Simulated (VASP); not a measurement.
Computed with PBEsol GGA, VASP's PBE PAW potentials (set 64) (plane waves; VASP 6.6.1).

VASP input:

**KPOINTS**
```
Automatic mesh
0
Gamma
9 9 1
0 0 0
```

POSCAR:
```
Tl(001) slab
1.0
  3.4340440973   0.0000000000   0.0000000000
 -1.7170220487   2.9739695281   0.0000000000
  0.0000000000   0.0000000000  26.2899634727
Tl
4
direct
  0.6666670000   0.3333330000   0.4470050000
  0.3333330000   0.6666670000   0.3410140000
  0.6666670000   0.3333330000   0.6589860000
  0.3333330000   0.6666670000   0.5529950000
```

### INCAR
```
EDIFF  =  1E-5   # SCF stop (eV)
NSW  =  50   # most ionic steps
NELM  =  100
LMAXMIX  =  4   # l cut-off of mixed one-centre charges
DIPOL  =  0.5 0.5 0.5
IDIPOL  =  3
ENCUT  =  400   # plane-wave cut-off (eV)
GGA  =  PS   # PBEsol
LASPH  =  .TRUE.   # aspherical one-centre terms
EDIFFG  =  -0.03   # ionic stop
SIGMA  =  0.1   # width (eV)
PREC  =  Normal
NELMIN  =  4
ISMEAR  =  1   # Methfessel-Paxton
ALGO  =  Normal   # blocked Davidson
SYSTEM  =  Tl(001) slab
IBRION  =  2   # conjugate gradients
ISIF  =  2   # forces and stress, cell fixed
LREAL  =  .FALSE.
LCHARG  =  .FALSE.
LWAVE  =  .TRUE.
LDIPOL  =  .TRUE.
```

POTCAR, in this order: Tl_d (PBE.64 set). Program: vasp_std.

The resulting files:

OUTCAR:
```
 ion  position               nearest neighbor table
   1  0.667  0.333  0.447-   4 3.42   4 3.42   4 3.42   2 3.42   2 3.42   2 3.42
   2  0.333  0.667  0.341-   1 3.42   1 3.42   1 3.42
   3  0.667  0.333  0.659-   4 3.42   4 3.42   4 3.42
   4  0.333  0.667  0.553-   1 3.42   1 3.42   1 3.42   3 3.42   3 3.42   3 3.42
  LATTYP: Found a hexagonal cell.
 ALAT       =     3.4340440973
 C/A-ratio  =     7.6556860447
 Subroutine PRICEL returns:
 Original cell was already a primitive cell.
 Subroutine GETGRP returns: Found 12 space group operations
The static configuration has the point symmetry D_3d.
The dynamic configuration has the point symmetry D_3d.
 Subroutine INISYM returns: Found 12 space group operations
 Subroutine IBZKPT returns following result:
 Found     12 irreducible k-points:

 Following reciprocal coordinates:
            Coordinates               Weight
  0.000000  0.000000  0.000000      1.000000
  0.111111 -0.000000  0.000000      6.000000
  0.222222  0.000000  0.000000      6.000000
  0.333333 -0.000000  0.000000      6.000000
  0.444444  0.000000  0.000000      6.000000
  0.111111  0.111111  0.000000      6.000000
  0.222222  0.111111  0.000000     12.000000
  0.333333  0.111111  0.000000     12.000000
  0.444444  0.111111  0.000000      6.000000
  0.222222  0.222222  0.000000      6.000000
  0.333333  0.222222  0.000000     12.000000
  0.333333  0.333333  0.000000      2.000000
   k-points           NKPTS =     12   k-points in BZ     NKDIM =     12   number of bands    NBANDS=     31
   number of dos      NEDOS =    301   number of ions     NIONS =      4
   total plane-waves  NPLWV =  45360
   dimension x,y,z NGX =    18 NGY =   18 NGZ =  140
   dimension x,y,z NGXF=    36 NGYF=   36 NGZF=  280
   ions per type =               4
   PREC   = normal    normal or accurate (medium, high low for compatibility)
   ISTART =      0    job   : 0-new  1-cont  2-samecut
   ICHARG =      2    charge: 1-file 2-atom 10-const
...
```

**OSZICAR**
```
       N       E                     dE             d eps       ncg     rms          rms(c)
DAV:   1     0.238729694824E+03    0.23873E+03   -0.22924E+04   911   0.115E+03
DAV:   2    -0.195983480162E+01   -0.24069E+03   -0.23639E+03   821   0.253E+02
DAV:   3    -0.101856600466E+02   -0.82258E+01   -0.81163E+01   849   0.400E+01
DAV:   4    -0.103330021659E+02   -0.14734E+00   -0.14732E+00   898   0.514E+00
DAV:   5    -0.103395831367E+02   -0.65810E-02   -0.65809E-02   968   0.926E-01    0.422E+00
DAV:   6    -0.100909921818E+02    0.24859E+00   -0.12593E+00   800   0.762E+00    0.267E+00
DAV:   7    -0.100621661415E+02    0.28826E-01   -0.31713E-01   828   0.437E+00    0.150E+00
DAV:   8    -0.100462221203E+02    0.15944E-01   -0.10806E-01   835   0.225E+00    0.349E-01
DAV:   9    -0.100446905132E+02    0.15316E-02   -0.11509E-02   793   0.684E-01    0.819E-02
DAV:  10    -0.100447653961E+02   -0.74883E-04   -0.70403E-04   896   0.210E-01    0.581E-02
DAV:  11    -0.100449521700E+02   -0.18677E-03   -0.13946E-03   793   0.214E-01    0.311E-02
DAV:  12    -0.100453581377E+02   -0.40597E-03   -0.12118E-04   800   0.887E-02    0.199E-02
DAV:  13    -0.100457521282E+02   -0.39399E-03   -0.71561E-05   580   0.347E-02    0.123E-02
DAV:  14    -0.100460142275E+02   -0.26210E-03   -0.61275E-05   601   0.405E-02    0.495E-03
DAV:  15    -0.100461163728E+02   -0.10215E-03   -0.12465E-05   484   0.108E-02    0.330E-03
DAV:  16    -0.100461668970E+02   -0.50524E-04   -0.13508E-05   484   0.886E-03    0.210E-03
DAV:  17    -0.100461736355E+02   -0.67384E-05   -0.24007E-06   512   0.333E-03
   1 F= -.10046174E+02 E0= -.10046421E+02  d E =-.100462E+02
       N       E                     dE             d eps       ncg     rms          rms(c)
DAV:   1    -0.100473728886E+02   -0.12060E-02   -0.66797E-01   744   0.398E+00    0.542E-02
DAV:   2    -0.100479695430E+02   -0.59665E-03   -0.60528E-03   807   0.592E-01    0.150E-02
DAV:   3    -0.100479872078E+02   -0.17665E-04   -0.14093E-04   885   0.686E-02    0.123E-02
DAV:   4    -0.100479917245E+02   -0.45168E-05   -0.52658E-06   517   0.130E-02
   2 F= -.10047992E+02 E0= -.10048301E+02  d E =-.181809E-02
       N       E                     dE             d eps       ncg     rms          rms(c)
DAV:   1    -0.100469101722E+02    0.10770E-02   -0.60194E+00   744   0.120E+01    0.165E-01
DAV:   2    -0.100522315720E+02   -0.53214E-02   -0.54099E-02   786   0.177E+00    0.470E-02
DAV:   3    -0.100523432186E+02   -0.11165E-03   -0.12064E-03   928   0.203E-01    0.366E-02
DAV:   4    -0.100523440489E+02   -0.83032E-06   -0.33122E-05   637   0.403E-02
   3 F= -.10052344E+02 E0= -.10052804E+02  d E =-.617041E-02
       N       E                     dE             d eps       ncg     rms          rms(c)
DAV:   1    -0.100338066331E+02    0.18537E-01   -0.24146E+01   744   0.240E+01    0.338E-01
DAV:   2    -0.100550627194E+02   -0.21256E-01   -0.21392E-01   814   0.351E+00    0.102E-01
DAV:   3    -0.100554748721E+02   -0.41215E-03   -0.45002E-03   921   0.404E-01    0.736E-02
DAV:   4    -0.100554811052E+02   -0.62331E-05   -0.11556E-04   838   0.844E-02    0.339E-02
DAV:   5    -0.100554838940E+02   -0.27887E-05   -0.19133E-05   566   0.281E-02
   4 F= -.10055484E+02 E0= -.10055978E+02  d E =-.931026E-02
       N       E                     dE             d eps       ncg     rms          rms(c)
DAV:   1    -0.100547450253E+02    0.73608E-03   -0.88505E-01   744   0.459E+00    0.625E-02
DAV:   2    -0.100555369877E+02   -0.79196E-03   -0.79644E-03   807   0.678E-01    0.214E-02
DAV:   3    -0.100555526581E+02   -0.15670E-04   -0.16885E-04   915   0.779E-02    0.156E-02
DAV:   4    -0.100555528828E+02   -0.22468E-06   -0.39994E-06   493   0.173E-02
   5 F= -.10055553E+02 E0= -.10056077E+02  d E =-.937925E-02
       N       E                     dE             d eps       ncg     rms          rms(c)
DAV:   1    -0.100544802232E+02    0.10724E-02   -0.34929E+00   744   0.882E+00    0.112E-01
DAV:   2    -0.100577888635E+02   -0.33086E-02   -0.33220E-02   801   0.134E+00    0.329E-02
DAV:   3    -0.100578592194E+02   -0.70356E-04   -0.71784E-04   902   0.161E-01    0.317E-02
DAV:   4    -0.100578604494E+02   -0.12300E-05   -0.16800E-05   561   0.337E-02
   6 F= -.10057860E+02 E0= -.10058272E+02  d E =-.230757E-02
       N       E                     dE             d eps       ncg     rms          rms(c)
DAV:   1    -0.100553414372E+02    0.25178E-02   -0.46190E+00   744   0.102E+01    0.134E-01
DAV:   2    -0.100597151369E+02   -0.43737E-02   -0.43893E-02   808   0.154E+00    0.380E-02
DAV:   3    -0.100598085324E+02   -0.93395E-04   -0.94180E-04   909   0.185E-01    0.349E-02
DAV:   4    -0.100598115832E+02   -0.30508E-05   -0.24108E-05   702   0.390E-02
   7 F= -.10059812E+02 E0= -.10060018E+02  d E =-.425870E-02
       N       E                     dE             d eps       ncg     rms          rms(c)
DAV:   1    -0.100439935186E+02    0.15815E-01   -0.18524E+01   744   0.204E+01    0.276E-01
DAV:   2    -0.100614967485E+02   -0.17503E-01   -0.17599E-01   801   0.310E+00    0.780E-02
DAV:   3    -0.100618740123E+02   -0.37726E-03   -0.38310E-03   909   0.375E-01    0.701E-02
DAV:   4    -0.100618837997E+02   -0.97875E-05   -0.10255E-04   799   0.799E-02    0.391E-02
DAV:   5    -0.100618927965E+02   -0.89967E-05   -0.22083E-05   506   0.275E-02
   8 F= -.10061893E+02 E0= -.10061670E+02  d E =-.633991E-02
```

OUTCAR:
```
------------------------ aborting loop because EDIFF is reached ----------------------------------------
  FORCE on cell =-STRESS in cart. coord.  units (eV):
  Direction    XX          YY          ZZ          XY          YZ          ZX
  --------------------------------------------------------------------------------------
  Total       -0.4858204     -0.4858205     -0.1855444      0.0000000     -0.0000000      0.0000000
  in kB       -2.8990386     -2.8990388     -1.1072000      0.0000000     -0.0000000      0.0000000
  external PRESSURE =      -2.3017591 kB  Pullay stress =       0.0000000 kB
  volume of cell :      268.49
      direct lattice vectors                 reciprocal lattice vectors
     3.434044097  0.000000000  0.000000000     0.291201852  0.168125462  0.000000000
    -1.717022049  2.973969528  0.000000000     0.000000000  0.336250923  0.000000000
     0.000000000  0.000000000 26.289963473     0.000000000  0.000000000  0.038037329
 POSITION                                       TOTAL-FORCE (eV/Angst)
 -----------------------------------------------------------------------------------
      1.71702      0.99132     11.81007        -0.000000      0.000000     -0.013330
     -0.00000      1.98265      9.06247        -0.000000      0.000000      0.012234
      1.71702      0.99132     17.22749         0.000000     -0.000000     -0.012234
     -0.00000      1.98265     14.47989         0.000000     -0.000000      0.013330
 -----------------------------------------------------------------------------------
    total drift:                                0.000000      0.000000      0.000000
  FREE ENERGIE OF THE ION-ELECTRON SYSTEM (eV)
  ---------------------------------------------------
  free  energy   TOTEN  =       -10.0618927965 eV

  energy  without entropy=      -10.0612236544  energy(sigma->0) =      -10.06166975

 reached required accuracy - stopping structural energy minimisation
```
(Selected blocks of OUTCAR.)

File CONTCAR:
```
Tl(001) slab
   1.00000000000000
     3.4340440973000002    0.0000000000000000    0.0000000000000000
    -1.7170220487000001    2.9739695281000000    0.0000000000000000
     0.0000000000000000    0.0000000000000000   26.2899634726999984
  Tl
     4
Direct
     0.6666669999999968    0.3333330000000032    0.4492236633772327
     0.3333330000000032    0.6666669999999968    0.3447121836207407
     0.6666669999999968    0.3333330000000032    0.6552878163792593
     0.3333330000000032    0.6666669999999968    0.5507763366227673
```

The cell is a thin slab with vacuum, built from Tl (hcp): (001) face.
